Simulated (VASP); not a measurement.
# Si (Fd-3m) in VASP: G0W0 quasiparticle levels with PBEsol

Aim: the G0W0 quasiparticle levels of Si with PBEsol.

All numbers are computed with VASP 6.6.1; they aren't measurements. Logs are shortened: lines on timing, memory, paths and dates and some standing lists are left out, and cuts for length are marked.

### 1 The structure

The structure is cubic, space group Fd-3m (No. 227). The conventional cell has a = 5.427 Å, b = 5.427 Å, c = 5.427 Å, α = 90.00°, β = 90.00°, γ = 90.00°. Si (site symmetry -43m) is surrounded by 4 Si at 2.35 Å.

### 2 G0W0 quasiparticle levels, PBEsol

The input, POSCAR:

```
Si
1.0
    0.0000000000      2.7135600000      2.7135600000
    2.7135600000      0.0000000000      2.7135600000
    2.7135600000      2.7135600000      0.0000000000
Si
2
Direct
    0.7500000000      0.7500000000      0.7500000000
    0.5000000000      0.5000000000      0.5000000000
```

The input, INCAR.step1:

```
SYSTEM = Si
ALGO = Normal ; EDIFF = 1E-8
ENCUT = 450 ; GGA = PS
ISMEAR = 0 ; KPAR = 8
LASPH = .TRUE. ; LCHARG = .FALSE.
LREAL = .FALSE. ; LWAVE = .TRUE.
NELM = 60 ; PREC = Accurate
SIGMA = 0.01
```

The input, INCAR.step2:

```
SYSTEM = Si
ALGO = Exact ; EDIFF = 1E-8
ENCUT = 450 ; GGA = PS
ISMEAR = 0 ; ISTART = 1
KPAR = 8 ; LASPH = .TRUE.
LCHARG = .FALSE. ; LOPTICS = .TRUE.
LREAL = .FALSE. ; LWAVE = .TRUE.
NBANDS = 224 ; NELM = 1
PREC = Accurate ; SIGMA = 0.01
```

The input, INCAR.step3:

```
SYSTEM = Si
ALGO = EVGW0 ; EDIFF = 1E-8
ENCUT = 450 ; ENCUTGW = 230
GGA = PS ; ISMEAR = 0
ISTART = 1 ; KPAR = 8
LASPH = .TRUE. ; LCHARG = .FALSE.
LREAL = .FALSE. ; LWAVE = .FALSE.
NBANDS = 224 ; NBANDSGW = 12
NELMGW = 1 ; NOMEGA = 50
PREC = Accurate ; PRECFOCK = Fast
SIGMA = 0.01
```

The input, KPOINTS:

```
k-points
0
G
  5 5 5
  0 0 0
```

Potentials or basis: VASP PAW PBE potentials, release 64 (Si_GW).

The run is started by

```
> cat potpaw_PBE.64/Si_GW/POTCAR > POTCAR
> cp INCAR.step1 INCAR
> mpirun -np 8 vasp_std > vasp.out
> cp INCAR.step2 INCAR
> mpirun -np 8 vasp_std > vasp.out
> cp INCAR.step3 INCAR
> mpirun -np 8 vasp_std > vasp.out
```

OUTCAR:

```text
SYSTEM = Si
   EDIFF = 1E-8
   ENCUT = 450
   ENCUTGW = 230
   GGA = PS
   ISMEAR = 0
   ISTART = 1
   LASPH = .TRUE.
   LREAL = .FALSE.
   NELMGW = 1
   PREC = Accurate
   PRECFOCK = Fast

 ion  position               nearest neighbor table
   1  0.750  0.750  0.750-   2 2.35   2 2.35   2 2.35   2 2.35
   2  0.500  0.500  0.500-   1 2.35   1 2.35   1 2.35   1 2.35

  LATTYP: Found a face centered cubic cell.
 ALAT       =     5.4271200000

  Lattice vectors:

 A1 = (   0.0000000000,   2.7135600000,   2.7135600000)
 A2 = (   2.7135600000,   0.0000000000,   2.7135600000)
 A3 = (   2.7135600000,   2.7135600000,   0.0000000000)

Analysis of symmetry for initial positions (statically):
=====================================================================
 Subroutine PRICEL returns:
 Original cell was already a primitive cell.

 Routine SETGRP: Setting up the symmetry group for a
 face centered cubic supercell.

 Subroutine GETGRP returns: Found 48 space group operations
 (whereof 24 operations were pure point group operations)
 out of a pool of 48 trial point group operations.

The static configuration has the point symmetry T_d .
 The point group associated with its full space group is O_h .

Analysis of symmetry for dynamics (positions and initial velocities):
=====================================================================
 Subroutine PRICEL returns:
 Original cell was already a primitive cell.

 Routine SETGRP: Setting up the symmetry group for a
 face centered cubic supercell.

 Subroutine GETGRP returns: Found 48 space group operations
 (whereof 24 operations were pure point group operations)
 out of a pool of 48 trial point group operations.

The dynamic configuration has the point symmetry T_d .
 The point group associated with its full space group is O_h .

 Subroutine INISYM returns: Found 48 space group operations
 (whereof 24 operations are pure point group operations),
 and found     1 'primitive' translations

----------------------------------------------------------------------------------------

                                     Primitive cell

  volume of cell :      39.9621

  direct lattice vectors                    reciprocal lattice vectors
     0.000000000  2.713560000  2.713560000    -0.184259792  0.184259792  0.184259792
     2.713560000  0.000000000  2.713560000     0.184259792 -0.184259792  0.184259792
     2.713560000  2.713560000  0.000000000     0.184259792  0.184259792 -0.184259792

  length of vectors
     3.837553354  3.837553354  3.837553354     0.319147321  0.319147321  0.319147321

  position of ions in fractional coordinates (direct lattice)
     0.750000000  0.750000000  0.750000000
     0.500000000  0.500000000  0.500000000

  ion indices of the primitive-cell ions
   primitive index   ion index
                 1           1
                 2           2

----------------------------------------------------------------------------------------

 KPOINTS: k-points

Automatic generation of k-mesh.
 Grid dimensions read from file:
 generate k-points for:    5    5    5

 Generating k-lattice:

  Cartesian coordinates                     Fractional coordinates (reciprocal lattice)
    -0.036851958  0.036851958  0.036851958     0.200000000  0.000000000  0.000000000
     0.036851958 -0.036851958  0.036851958     0.000000000  0.200000000  0.000000000
     0.036851958  0.036851958 -0.036851958     0.000000000  0.000000000  0.200000000

  Length of vectors
     0.063829464  0.063829464  0.063829464

  Shift w.r.t. Gamma in fractional coordinates (k-lattice)
     0.000000000  0.000000000  0.000000000

 Subroutine IBZKPT returns following result:
 ===========================================

 Found     10 irreducible k-points:

 Following reciprocal coordinates:
            Coordinates               Weight
  0.000000  0.000000  0.000000      1.000000
  0.200000  0.000000  0.000000      8.000000
  0.400000  0.000000  0.000000      8.000000
  0.200000  0.200000  0.000000      6.000000
  0.400000  0.200000  0.000000     24.000000
 -0.400000  0.200000  0.000000     24.000000
 -0.200000  0.200000  0.000000     12.000000
  0.400000  0.400000  0.000000      6.000000
 -0.400000  0.400000  0.000000     12.000000
 -0.400000  0.400000  0.200000     24.000000
   k-points           NKPTS =     10   k-points in BZ     NKDIM =    125   number of bands    NBANDS=    224
   number of dos      NEDOS =    301   number of ions     NIONS =      2
   total plane-waves  NPLWV =  21952
   dimension x,y,z NGX =    28 NGY =   28 NGZ =   28
   dimension x,y,z NGXF=    56 NGYF=   56 NGZF=   56
   ions per type =               2
   NGX,Y,Z   is equivalent  to a cutoff of  12.13, 12.13, 12.13 a.u.
   NGXF,Y,Z  is equivalent  to a cutoff of  24.26, 24.26, 24.26 a.u.
 SYSTEM =  Si
   PREC   = accura    normal or accurate (medium, high low for compatibility)
   ISTART =      1    job   : 0-new  1-cont  2-samecut
   ICHARG =      0    charge: 1-file 2-atom 10-const
   ISPIN  =      1    spin polarized calculation?
   LNONCOLLINEAR =      F non collinear calculations
   LSORBIT =      F    spin-orbit coupling
   LASPH  =      T    aspherical Exc in radial PAW
   ENCUT  =  450.0 eV  33.07 Ry    5.75 a.u.   6.64  6.64  6.64*2*pi/ulx,y,z
   NELM   =     60;   NELMIN=  2; NELMDL=  0     # of ELM steps
   EDIFF  = 0.1E-07   stopping-criterion for ELM
   LREAL  =      F    real-space projection
   EDIFFG = 0.1E-06   stopping-criterion for IOM
   NSW    =      0    number of steps for IOM
   IBRION =     -1    ionic relax: 0-MD 1-quasi-New 2-CG
   NFREE  =      0    steps in history (QN), initial steepest desc. (CG)
   ISIF   =      0    stress and relaxation
   ISYM   =      3    0-nonsym 1-usesym 2-fastsym
   POTIM  = 0.5000    time-step for ionic-motion
   TEBEG  =    0.0;   TEEND  =   0.0 temperature during run
   PSTRESS=    0.0 pullay stress
   NELECT =       8.0000    total number of electrons
   NUPDOWN=      -1.0000    fix difference up-down
   EMIN   =  10.00;   EMAX   =-10.00  energy-range for DOS
   EFERMI =   0.00;   METHOD = LEGACY
   ISMEAR =     0;   SIGMA  =   0.01  broadening in eV -4-tet -1-fermi 0-gaus
   EFERMI_NEDOS =   21; number of points for ismear=-14 and -15
   IALGO  =     38    algorithm
   IMIX   =      4    mixing-type and parameters
     AMIX     =   0.40;   BMIX     =  1.00
     AMIX_MAG =   1.60;   BMIX_MAG =  1.00
  volume/ion in A,a.u.               =      19.98       134.84
  Fermi-wavevector in a.u.,A,eV,Ry     =   0.957684  1.809760 12.478691  0.917158
  Thomas-Fermi vector in A             =   2.086724
   LORBIT       =      0    0 simple, 1 ext, 2 COOP (PROOUT), +10 PAW based schemes
   GGA     = PS    functional components
   LHFCALC =     T    Hartree Fock is set to
   PRECFOCK=fast      Normal, Fast or Accurate (Low or Medium for compatibility)
   ENCUT4O =  -1.0   cutoff for four orbital integrals eV
   NKREDX  =     1    reduce k-point grid by
   NKREDY  =     1    reduce k-point grid by
   NKREDZ  =     1    reduce k-point grid by
   AEXX    =    1.0000 exact exchange contribution
   HFSCREEN=    0.0000 screening length (either q_TF or 0.3 A-1)
   HFSCREENC=   0.0000 screening length for correlation (either q_TF or 0.3 A-1)
   ENCUTFOCK=  -1.0 apply spherical cutoff to Coloumb kernel
   IVDW    =     0    specifies the selected vdW correction
   LEPSILON=     F    determine dielectric tensor
   LRPA    =     F    only Hartree local field effects (RPA)
   LRPAFORCE           =     F    calculate RPA forces
   ENCUTGW             = 230.0    cutoff for response function in eV
   ENCUTGWSOFT         = 184.0    soft cutoff for Coulomb kernel in GW response function in eV
   ENCUTLF             =  -1.0    cutoff for local field effects
   NELMGW              =     1    number of iterations in solving QP/BSE equation
   NELMHF              =     1    number of iterations in the inner HF iteration
   NKREDLFX            =     1    NKREDLFY  =   1   NKREDLFZ  =   1
 non-spin polarized calculation
 Gauss-broadening in eV      SIGMA  =   0.01
  energy-cutoff  :      450.00
  volume of cell :       39.96
 maximum number of plane-waves:       893
  NGX = 16; NGY = 16; NGZ = 16
   NGX = 13   NGY = 13   NGZ = 13
 maximum number of plane-waves:       331

 QP shifts <psi_nk| G(iteration)W_0 |psi_nk>: iteration 1
 for sc-GW calculations column KS-energies equals QP-energies in previous step
 and V_xc(KS)=  KS-energies - (<T + V_ion + V_H > + <T+V_H+V_ion>^1  + <V_x>^1)

 k-point   1 :       0.0000    0.0000    0.0000
  band No.  KS-energies  QP-energies   sigma(KS)   V_xc(KS)     V^pw_x(r,r')   Z            occupation Imag(sigma)

      1      -6.5483      -7.0364     -11.2270     -10.4777     -17.4922       0.6515       2.0000       0.8790
      2       5.4602       4.8615     -12.1924     -11.3987     -12.7848       0.7544       2.0000      -0.1490
      3       5.4602       4.8615     -12.1924     -11.3987     -12.7848       0.7544       2.0000      -0.1490
      4       5.4602       4.8615     -12.1924     -11.3987     -12.7848       0.7544       2.0000      -0.1490
      5       7.9730       8.0742     -10.0336     -10.1684      -5.6896       0.7506       0.0000      -0.2282
      6       7.9730       8.0742     -10.0336     -10.1684      -5.6896       0.7506       0.0000      -0.2282
      7       7.9730       8.0742     -10.0336     -10.1684      -5.6896       0.7506       0.0000      -0.2282
      8       8.7994       8.9774     -10.8416     -11.0808      -5.9621       0.7441       0.0000      -0.2397
      9      13.1420      13.3021      -9.8511     -10.0678      -4.2168       0.7391       0.0000      -0.3561
     10      13.1420      13.3021      -9.8511     -10.0678      -4.2168       0.7391       0.0000      -0.3561
     11      13.1720      13.1187      -8.1651      -8.0956      -2.6982       0.7662       0.0000      -0.3687
     12      16.5543      16.5024      -8.6205      -8.5512      -2.2881       0.7489       0.0000      -0.6392

 k-point   2 :       0.2000    0.0000    0.0000
  band No.  KS-energies  QP-energies   sigma(KS)   V_xc(KS)     V^pw_x(r,r')   Z            occupation Imag(sigma)
[... 129 lines left out ...]
      1      -3.3735      -3.9257     -11.6421     -10.8450     -16.4588       0.6928       2.0000       0.4318
      2      -1.1155      -1.6753     -11.8242     -11.0181     -15.5242       0.6945       2.0000       0.1314
      3       1.4113       0.8291     -10.8995     -10.0907     -13.0030       0.7199       2.0000      -0.0766
      4       2.4145       1.8250     -11.1488     -10.3423     -12.7677       0.7310       2.0000      -0.1114
      5       8.7722       8.8231      -9.8306      -9.8983      -5.2164       0.7511       0.0000      -0.2305
      6       9.1224       9.1509      -9.5027      -9.5405      -4.8843       0.7534       0.0000      -0.2251
      7       9.8369       9.9529     -10.0415     -10.1986      -4.9523       0.7385       0.0000      -0.2665
      8      13.1823      13.2442     -10.0924     -10.1771      -4.0543       0.7296       0.0000      -0.4340
      9      13.8793      13.9560     -10.6018     -10.7075      -4.3093       0.7258       0.0000      -0.4973
     10      15.6147      15.7001     -10.3503     -10.4665      -3.8306       0.7349       0.0000      -0.6234
     11      18.7069      18.7579     -10.5598     -10.6301      -3.2887       0.7251       0.0000      -0.9178
     12      19.7799      19.7625      -9.5324      -9.5086      -2.6274       0.7271       0.0000      -0.8841
```

Wall time 2 min (8 MPI ranks of Intel Xeon Platinum 8488C (Sapphire Rapids), shared host); peak memory 0.7 GiB.

Results:

* Band gap on the k mesh, mean-field level: 0.46 eV, indirect (least direct gap 2.51 eV)
* Quasiparticle gap: 1.08 eV
* Least direct quasiparticle gap: 3.21 eV

Levels at points of the mesh, in eV from the valence-band top:
```tsv
k point	band 1	band 2	band 3	band 4	band 5	band 6	band 7	band 8
(0.00, 0.00, 0.00)	-12.01	0.00	0.00	0.00	2.51	2.51	2.51	3.34
```

Caveat: bands, screening cutoff and mesh are small and nothing is extrapolated, so the quasiparticle values aren't converged; an odd mesh through Γ misses points on the zone boundary, where band edges often lie.
